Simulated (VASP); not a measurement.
Output of a VASP run:

OSZICAR:
```
...
DAV:   2    -0.257326408090E+02    0.66893E-03   -0.35178E-03  2600   0.646E-01    0.613E-02
DAV:   3    -0.257325300196E+02    0.11079E-03   -0.30282E-04  2504   0.360E-01    0.265E-02
DAV:   4    -0.257325093891E+02    0.20630E-04   -0.91068E-05  2864   0.162E-01    0.847E-03
DAV:   5    -0.257325084225E+02    0.96657E-06   -0.20602E-05  2664   0.458E-02    0.428E-03
DAV:   6    -0.257325079561E+02    0.46638E-06   -0.10207E-06  1032   0.130E-02
   5 F= -.25732508E+02 E0= -.25732319E+02  d E =-.677409E-03
       N       E                     dE             d eps       ncg     rms          rms(c)
DAV:   1    -0.257336622416E+02   -0.11538E-02   -0.71080E-02  2992   0.244E+00    0.193E-01
DAV:   2    -0.257328619394E+02    0.80030E-03   -0.32904E-03  2568   0.619E-01    0.759E-02
DAV:   3    -0.257327210368E+02    0.14090E-03   -0.28717E-04  2512   0.345E-01    0.352E-02
DAV:   4    -0.257326867826E+02    0.34254E-04   -0.93619E-05  2952   0.169E-01    0.914E-03
DAV:   5    -0.257326861957E+02    0.58699E-06   -0.29151E-05  2760   0.649E-02    0.477E-03
DAV:   6    -0.257326857091E+02    0.48658E-06   -0.31796E-06  1504   0.194E-02
   6 F= -.25732686E+02 E0= -.25732494E+02  d E =-.177753E-03
       N       E                     dE             d eps       ncg     rms          rms(c)
DAV:   1    -0.257409600144E+02   -0.82738E-02   -0.59591E-01  2984   0.711E+00    0.555E-01
DAV:   2    -0.257343545554E+02    0.66055E-02   -0.27173E-02  2552   0.178E+00    0.218E-01
DAV:   3    -0.257331851962E+02    0.11694E-02   -0.23408E-03  2520   0.984E-01    0.101E-01
DAV:   4    -0.257329017862E+02    0.28341E-03   -0.76538E-04  2944   0.487E-01    0.258E-02
DAV:   5    -0.257328969751E+02    0.48111E-05   -0.23975E-04  2784   0.188E-01    0.137E-02
DAV:   6    -0.257328932629E+02    0.37121E-05   -0.30094E-05  2952   0.559E-02    0.456E-03
DAV:   7    -0.257328933540E+02   -0.91070E-07   -0.22468E-06  1456   0.123E-02
   7 F= -.25732893E+02 E0= -.25732708E+02  d E =-.385398E-03
       N       E                     dE             d eps       ncg     rms          rms(c)
DAV:   1    -0.257377820319E+02   -0.48888E-02   -0.13600E-01  2336   0.497E+00    0.433E-01
DAV:   2    -0.257338459157E+02    0.39361E-02   -0.16459E-02  2520   0.135E+00    0.177E-01
DAV:   3    -0.257331152305E+02    0.73069E-03   -0.13241E-03  2464   0.743E-01    0.823E-02
DAV:   4    -0.257329253351E+02    0.18990E-03   -0.43354E-04  2648   0.377E-01    0.195E-02
DAV:   5    -0.257329223322E+02    0.30029E-05   -0.16006E-04  2656   0.159E-01    0.114E-02
DAV:   6    -0.257329194073E+02    0.29249E-05   -0.21502E-05  2832   0.453E-02    0.322E-03
DAV:   7    -0.257329194532E+02   -0.45892E-07   -0.14558E-06  1128   0.106E-02
   8 F= -.25732919E+02 E0= -.25732731E+02  d E =-.260992E-04
       N       E                     dE             d eps       ncg     rms          rms(c)
DAV:   1    -0.257338007989E+02   -0.88139E-03   -0.23253E-02  2336   0.204E+00    0.180E-01
DAV:   2    -0.257331231681E+02    0.67763E-03   -0.28263E-03  2480   0.564E-01    0.737E-02
DAV:   3    -0.257329976491E+02    0.12552E-03   -0.23640E-04  2456   0.316E-01    0.342E-02
DAV:   4    -0.257329651455E+02    0.32504E-04   -0.75289E-05  2672   0.156E-01    0.820E-03
DAV:   5    -0.257329646562E+02    0.48935E-06   -0.28440E-05  2648   0.666E-02    0.483E-03
DAV:   6    -0.257329641007E+02    0.55546E-06   -0.34278E-06  1544   0.188E-02
   9 F= -.25732964E+02 E0= -.25732777E+02  d E =-.707467E-04
```

**OUTCAR**
```
------------------------ aborting loop because EDIFF is reached ----------------------------------------
  FORCE on cell =-STRESS in cart. coord.  units (eV):
  Direction    XX          YY          ZZ          XY          YZ          ZX
  --------------------------------------------------------------------------------------
  Total       -0.0437539     -0.0437539     -0.0078745      0.0000000      0.0000000      0.0000000
  in kB       -1.0636840     -1.0636840     -0.1914337      0.0000000      0.0000000      0.0000000
  external PRESSURE =      -0.7729339 kB  Pullay stress =       0.0000000 kB
  volume of cell :       65.90
      direct lattice vectors                 reciprocal lattice vectors
     3.769444091  0.000000000  0.000000000     0.265291108  0.000000000  0.000000000
     0.000000000  3.769444091  0.000000000     0.000000000  0.265291108 -0.000000000
     0.000000000  0.000000000  4.638313454     0.000000000 -0.000000000  0.215595606
 POSITION                                       TOTAL-FORCE (eV/Angst)
 -----------------------------------------------------------------------------------
      1.88472      0.00000      3.48957         0.000000     -0.000000     -0.000044
      0.00000      1.88472      1.14875        -0.000000      0.000000      0.000044
      1.88472      1.88472      0.00000         0.000000      0.000000      0.000000
      0.00000      0.00000      0.00000         0.000000     -0.000000      0.000000
 -----------------------------------------------------------------------------------
    total drift:                                0.000000      0.000000     -0.000000
  FREE ENERGIE OF THE ION-ELECTRON SYSTEM (eV)
  ---------------------------------------------------
  free  energy   TOTEN  =       -25.7329641007 eV

  energy  without entropy=      -25.7324024738  energy(sigma->0) =      -25.73277689

 reached required accuracy - stopping structural energy minimisation
```
(Selected blocks of OUTCAR.)

POSCAR:
```
SnO
1
    3.7559105796     0.0000000000     0.0000000000
    0.0000000000     3.7559105796     0.0000000000
    0.0000000000    -0.0000000000     4.6031447659
Sn O
2 2
Direct
  0.5000000000   1.0000000000   0.7481931934
  0.0000000000   0.5000000000   0.2518068066
  0.5000000000   0.5000000000   0.0000000000
  0.0000000000   0.0000000000   0.0000000000
```

Problem. Reconstruct the remaining input files.

Solution. Several could match; the one computed here: the input of the run itself, LDA (Ceperley-Alder, Perdew-Zunger), plane waves, VASP's LDA PAW potentials (set 64).

File KPOINTS:
```
Automatic mesh
0
Gamma
7 7 6
0 0 0
```

**INCAR**
```
ALGO=Normal
EDIFF=1E-6
EDIFFG=-0.02
ENCUT=580
IBRION=2
ISIF=3
ISMEAR=1
LASPH=T
LCHARG=F
LMAXMIX=4
LREAL=F
LWAVE=F
NELM=100
NSW=60
PREC=Accurate
SIGMA=0.1
SYSTEM=SnO
```

POTCAR, in this order: Sn_d O (LDA.64 set). Program: vasp_std.

The compound is SnO in the litharge structure. This run relaxes it. Symmetry was kept, so distortions that lower it aren't found. The start is the result of an earlier pass.
